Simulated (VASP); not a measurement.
All values below come from PBE GGA, VASP's PBE PAW potentials (set 64) (plane waves; VASP).

A VASP calculation is set up with these files.

File POSCAR:
```
CsPbBr3
8.5806580
  1.0000000000   0.0000000000   0.0000000000
  0.0000000000   1.4051479502   0.0000000000
  0.0000000000   0.0000000000   0.9582710324
Cs Pb Br
4 4 12
direct
  0.4398400000   0.2500000000   0.5194500000
  0.5601600000   0.7500000000   0.4805500000
  0.0601600000   0.7500000000   0.0194500000
  0.9398400000   0.2500000000   0.9805500000
  0.0000000000   0.5000000000   0.5000000000
  0.5000000000   0.5000000000   0.0000000000
  0.5000000000   0.0000000000   0.0000000000
  0.0000000000   0.0000000000   0.5000000000
  0.9937400000   0.7500000000   0.5596700000
  0.0062600000   0.2500000000   0.4403300000
  0.5062600000   0.2500000000   0.0596700000
  0.4937400000   0.7500000000   0.9403300000
  0.2010200000   0.0317000000   0.8027900000
  0.7989800000   0.9683000000   0.1972100000
  0.2989800000   0.9683000000   0.3027900000
  0.7010200000   0.0317000000   0.6972100000
  0.7010200000   0.4683000000   0.6972100000
  0.2989800000   0.5317000000   0.3027900000
  0.7989800000   0.5317000000   0.1972100000
  0.2010200000   0.4683000000   0.8027900000
```

### KPOINTS
```
K-points
0
gamma
  2 1 2
```

### INCAR
```
SYSTEM = CsPbBr3
PREC = Accurate; ENCUT = 300; LREAL = Auto
LASPH = .True.; ISYM = 0
EDIFF = 1E-6; NELM = 100; ALGO = Normal
LMAXMIX = 4
ISMEAR = 0; SIGMA = 0.01
GGA = PE
ISIF = 2
LWAVE = .False.; LCHARG = .False.
```

POTCAR, in this order: Cs_sv Pb_d Br (PBE.64 set). Program: vasp_std.

Output of the run:

File OSZICAR:
```
       N       E                     dE             d eps       ncg     rms          rms(c)
DAV:   1     0.132578786684E+04    0.13258E+04   -0.55628E+04   896   0.961E+02
DAV:   2     0.113173880609E+03   -0.12126E+04   -0.11719E+04  1029   0.288E+02
DAV:   3    -0.609502148917E+02   -0.17412E+03   -0.17328E+03  1128   0.134E+02
DAV:   4    -0.661426359664E+02   -0.51924E+01   -0.51816E+01   952   0.298E+01
DAV:   5    -0.663886160641E+02   -0.24598E+00   -0.24589E+00  1144   0.546E+00    0.747E+00
DAV:   6    -0.634761384838E+02    0.29125E+01   -0.47635E+00  1216   0.104E+01    0.432E+00
DAV:   7    -0.632160777335E+02    0.26006E+00   -0.25011E+00  1135   0.421E+00    0.214E+00
DAV:   8    -0.632644310287E+02   -0.48353E-01   -0.30590E-01  1064   0.216E+00    0.533E-01
DAV:   9    -0.632645504993E+02   -0.11947E-03   -0.42509E-02  1087   0.773E-01    0.195E-01
DAV:  10    -0.632667274837E+02   -0.21770E-02   -0.62697E-03  1000   0.204E-01    0.121E-01
DAV:  11    -0.632679143005E+02   -0.11868E-02   -0.12344E-03  1039   0.126E-01    0.216E-02
DAV:  12    -0.632679392424E+02   -0.24942E-04   -0.56003E-05  1168   0.338E-02    0.140E-02
DAV:  13    -0.632679531195E+02   -0.13877E-04   -0.40760E-05   872   0.175E-02    0.605E-03
DAV:  14    -0.632679521390E+02    0.98054E-06   -0.45213E-06   848   0.699E-03
   1 F= -.63267952E+02 E0= -.63267952E+02  d E =-.122823E-73
```

File OUTCAR:
```
------------------------ aborting loop because EDIFF is reached ----------------------------------------
  FORCE on cell =-STRESS in cart. coord.  units (eV):
  Direction    XX          YY          ZZ          XY          YZ          ZX
  --------------------------------------------------------------------------------------
  Total       -2.0806394      2.1771495     -1.5474726      0.0000425      0.0000010      0.0000177
  in kB       -3.9186386      4.1004040     -2.9144819      0.0000801      0.0000018      0.0000334
  external PRESSURE =      -0.9109055 kB  Pullay stress =       0.0000000 kB
  volume of cell :      850.69
      direct lattice vectors                 reciprocal lattice vectors
     8.580658000  0.000000000  0.000000000     0.116541179  0.000000000  0.000000000
     0.000000000 12.057094000  0.000000000     0.000000000  0.082938725  0.000000000
     0.000000000  0.000000000  8.222596000     0.000000000  0.000000000  0.121616093
 POSITION                                       TOTAL-FORCE (eV/Angst)
 -----------------------------------------------------------------------------------
      3.77412      3.01427      4.27123        -0.003847     -0.000003     -0.029113
      4.80654      9.04282      3.95137         0.003853     -0.000005      0.029118
      0.51621      9.04282      0.15993         0.003837     -0.000010     -0.029110
      8.06445      3.01427      8.06267        -0.003838     -0.000007      0.029100
      0.00000      6.02855      4.11130         0.000003     -0.000011     -0.000008
      4.29033      6.02855      0.00000        -0.000001     -0.000008      0.000003
      4.29033      0.00000      0.00000        -0.000001      0.000002      0.000004
      0.00000      0.00000      4.11130         0.000011      0.000006      0.000001
      8.52694      9.04282      4.60194        -0.047317     -0.000033      0.163077
      0.05371      3.01427      3.62066         0.047306      0.000019     -0.163050
      4.34404      3.01427      0.49064         0.047284     -0.000011      0.163062
      4.23661      9.04282      7.73195        -0.047286     -0.000023     -0.163095
      1.72488      0.38221      6.60102        -0.000989     -0.002541     -0.008145
      6.85577     11.67488      1.62158         0.000971      0.002548      0.008086
      2.56545     11.67488      2.48972         0.000976      0.002578     -0.008071
      6.01521      0.38221      5.73288        -0.000990     -0.002545      0.008115
      6.01521      5.64634      5.73288        -0.000966      0.002568      0.008094
      2.56545      6.41076      2.48972         0.000966     -0.002541     -0.008085
      6.85577      6.41076      1.62158         0.000993     -0.002545      0.008118
      1.72488      5.64634      6.60102        -0.000963      0.002563     -0.008102
 -----------------------------------------------------------------------------------
    total drift:                               -0.000026      0.000013      0.000011
  FREE ENERGIE OF THE ION-ELECTRON SYSTEM (eV)
  ---------------------------------------------------
  free  energy   TOTEN  =       -63.2679521390 eV

  energy  without entropy=      -63.2679521390  energy(sigma->0) =      -63.26795214
```
(Selected blocks of OUTCAR.)

At this cut-off the stress carries a Pulay error, which pulls relaxed volumes low.

The structure comes from a computed database's CsPbBr3 entry; how it stands against other phases isn't given here. The cell was not relaxed at this level. The k-mesh is coarse (spacing up to 0.52 per Å, 2π included), so the numbers may not be converged in it. The run is one of a series of settings (ISYM = 0 against the base run), some of them coarse on purpose.
